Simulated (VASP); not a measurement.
Computed with PBE GGA, VASP's PBE PAW potentials (set 64) (plane waves; VASP).

VASP ran on this input.

KPOINTS:
```
Automatic mesh
0
Gamma
9 9 9
0 0 0
```

### POSCAR
```
Bi
1
    4.2319651146    -2.2932603741     0.0108670379
    4.2319651146     2.2932603741     0.0108670379
    2.9795899137     0.0000000000     3.7803086987
Bi
2
Direct
  0.2341063884   0.2341063884   0.2341063884
  0.7658936116   0.7658936116   0.7658936116
```

**INCAR**
```
GGA = PE   ! PBE
IBRION = 6
SIGMA = 0.1   ! width (eV)
ISMEAR = 1   ! Methfessel-Paxton
LWAVE = .False.
LMAXMIX = 4   ! l cut-off of mixed one-centre charges
POTIM = 0.015
NELM = 100
LASPH = .True.   ! aspherical one-centre terms
ISIF = 3
PREC = Accurate
ENCUT = 530   ! plane-wave cut-off (eV)
EDIFF = 1E-7
ALGO = Normal
NFREE = 2
LREAL = .False.
SYSTEM = Bi
LCHARG = .False.
NSW = 1
```

POTCAR, in this order: Bi_d (PBE.64 set). Program: vasp_std.

Output of the run:

### OSZICAR
```
       N       E                     dE             d eps       ncg     rms          rms(c)
DAV:   1     0.294670422080E+03    0.29467E+03   -0.16777E+04  3230   0.188E+03
DAV:   2     0.162680487027E+02   -0.27840E+03   -0.27388E+03  3251   0.456E+02
DAV:   3    -0.692528748578E+01   -0.23193E+02   -0.22785E+02  3716   0.155E+02
DAV:   4    -0.773944103362E+01   -0.81415E+00   -0.81292E+00  3571   0.318E+01
DAV:   5    -0.778128456585E+01   -0.41844E-01   -0.41842E-01  4364   0.647E+00    0.103E+00
DAV:   6    -0.777998304947E+01    0.13015E-02   -0.19854E-02  3943   0.157E+00    0.626E-01
DAV:   7    -0.778054586549E+01   -0.56282E-03   -0.13520E-02  3517   0.145E+00    0.110E-01
DAV:   8    -0.778073910968E+01   -0.19324E-03   -0.18013E-03  3494   0.529E-01    0.222E-02
DAV:   9    -0.778076011527E+01   -0.21006E-04   -0.71282E-05  4449   0.758E-02    0.117E-02
DAV:  10    -0.778075910337E+01    0.10119E-05   -0.87717E-06  3786   0.218E-02    0.178E-03
DAV:  11    -0.778075955954E+01   -0.45616E-06   -0.61293E-07  2906   0.768E-03    0.110E-03
DAV:  12    -0.778075952411E+01    0.35430E-07   -0.25408E-07  2625   0.374E-03
   1 F= -.77807595E+01 E0= -.77808151E+01  d E =0.166755E-03
 Found     1 degrees of freedom:
 Adding 6 more for cell shape distortion
```

OUTCAR:
```
------------------------ aborting loop because EDIFF is reached ----------------------------------------
  FORCE on cell =-STRESS in cart. coord.  units (eV):
  Direction    XX          YY          ZZ          XY          YZ          ZX
  --------------------------------------------------------------------------------------
  Total        0.0380711      0.0276355      0.0287874      0.0000000      0.0000000      0.0034672
  in kB        0.8329783      0.6046504      0.6298547      0.0000000      0.0000000      0.0758605
  external PRESSURE =       0.6891611 kB  Pullay stress =       0.0000000 kB
  volume of cell :       73.23
      direct lattice vectors                 reciprocal lattice vectors
     4.231965115 -2.293260374  0.010867038     0.118388033 -0.218030192 -0.093311900
     4.231965115  2.293260374  0.010867038     0.118388033  0.218030192 -0.093311900
     2.979589914  0.000000000  3.780308699    -0.000680647  0.000000000  0.265065138
 POSITION                                       TOTAL-FORCE (eV/Angst)
 -----------------------------------------------------------------------------------
      2.67900      0.00000      0.89008         0.003176      0.000000      0.001055
      8.76452      0.00000      2.91196        -0.003176      0.000000     -0.001055
 -----------------------------------------------------------------------------------
    total drift:                               -0.000000      0.000000     -0.000000
  FREE ENERGIE OF THE ION-ELECTRON SYSTEM (eV)
  ---------------------------------------------------
  free  energy   TOTEN  =        -7.7807595241 eV

  energy  without entropy=       -7.7809262788  energy(sigma->0) =       -7.78081511
```
(Selected blocks of OUTCAR.)

stdout:
```
...
 Reading from existing POTCAR
 Reading from existing POTCAR
 LDA part: xc-table for (Slater+PW92), standard interpolation
 POSCAR, INCAR and KPOINTS ok, starting setup
 WAVECAR not read
 entering main loop
       N       E                     dE             d eps       ncg     rms          rms(c)
DAV:   1     0.294670422080E+03    0.29467E+03   -0.16777E+04  3230   0.188E+03
DAV:   2     0.162680487027E+02   -0.27840E+03   -0.27388E+03  3251   0.456E+02
DAV:   3    -0.692528748578E+01   -0.23193E+02   -0.22785E+02  3716   0.155E+02
DAV:   4    -0.773944103362E+01   -0.81415E+00   -0.81292E+00  3571   0.318E+01
DAV:   5    -0.778128456585E+01   -0.41844E-01   -0.41842E-01  4364   0.647E+00    0.103E+00
DAV:   6    -0.777998304947E+01    0.13015E-02   -0.19854E-02  3943   0.157E+00    0.626E-01
DAV:   7    -0.778054586549E+01   -0.56282E-03   -0.13520E-02  3517   0.145E+00    0.110E-01
DAV:   8    -0.778073910968E+01   -0.19324E-03   -0.18013E-03  3494   0.529E-01    0.222E-02
DAV:   9    -0.778076011527E+01   -0.21006E-04   -0.71282E-05  4449   0.758E-02    0.117E-02
DAV:  10    -0.778075910337E+01    0.10119E-05   -0.87717E-06  3786   0.218E-02    0.178E-03
DAV:  11    -0.778075955954E+01   -0.45616E-06   -0.61293E-07  2906   0.768E-03    0.110E-03
DAV:  12    -0.778075952411E+01    0.35430E-07   -0.25408E-07  2625   0.374E-03
   1 F= -.77807595E+01 E0= -.77808151E+01  d E =0.166755E-03
 Found     1 degrees of freedom:
 Adding 6 more for cell shape distortion
 Finite differences POTIM= 0.01500 DOF=   7

 -----------------------------------------------------------------------------
|                     _     ____    _    _    _____     _                     |
|                    | |   |  _ \  | |  | |  / ____|   | |                    |
|                    | |   | |_) | | |  | | | |  __    | |                    |
|                    |_|   |  _ <  | |  | | | | |_ |   |_|                    |
|                     _    | |_) | | |__| | | |__| |    _                     |
|                    (_)   |____/   \____/   \_____|   (_)                    |
|                                                                             |
|                                                                             |
|     internal error in GENERATE_KPOINTS_TRANS: number of G-vector            |
|     changed in star 2022 2021                                               |
|                                                                             |
|     If you are not a developer, you should not encounter this problem.      |
|     Please submit a bug report.                                             |
|                                                                             |
 -----------------------------------------------------------------------------
```

VASP stops with an error: internal error in GENERATE_KPOINTS_TRANS: number of G-vector changed in star 2022 2021 If you are not a developer, you should not encounter this problem. Please submit a bug report.

The compound is Bi in the a7 structure. It was relaxed first.
